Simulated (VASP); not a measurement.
Data:

```
CELL_PARAMETERS angstrom
      2.99000     0.00000     0.00000
      0.00000     2.99000     0.00000
      0.00000     0.00000     2.99000
ATOMIC_POSITIONS crystal
  Ti 0.00000 0.00000 0.00000
  Co 0.50000 0.50000 0.50000
```

All values below come from TPSS meta-GGA, VASP's PBE PAW potentials (set 64) (plane waves; VASP). Settings: 520 eV cut-off, 11×11×11 Γ-centred mesh, first-order Methfessel-Paxton smearing of 0.10 eV, potentials Ti_sv Co.

Energy and stress use the plane-wave basis of the starting cell.

Problem. The ions, cell shape and volume are relaxed. Predict the relaxed structure.

Solution. 
```
CELL_PARAMETERS angstrom
      2.94666     0.00000     0.00000
      0.00000     2.94666     0.00000
      0.00000     0.00000     2.94666
ATOMIC_POSITIONS crystal
  Ti 0.00000 0.00000 0.00000
  Co 0.50000 0.50000 0.50000
```
Space group Pm-3m (221), at a tolerance of 0.03 Å.

Problem. How do energy and volume change from the first to the last step?

Solution. The energy (σ→0) changes by -14.7 meV/atom and the volume by -4.3 %, in 3 ionic steps.

```
step  E(σ→0) (eV)  max force (eV/Å)  pressure (GPa)  volume (Å³)
----  -----------  ----------------  --------------  -----------
1        -30.4257             0.000           -7.67        26.73
2        -30.4155             0.000           10.58        24.33
3        -30.4551             0.000           -0.07        25.59
```

The compound is TiCo in the CsCl type structure. This run relaxes it. Symmetry was kept, so distortions that lower it aren't found. The run is not spin-polarised, so no magnetic state was tried. The electron count is odd and the run is not spin-polarised, which forces a metal.
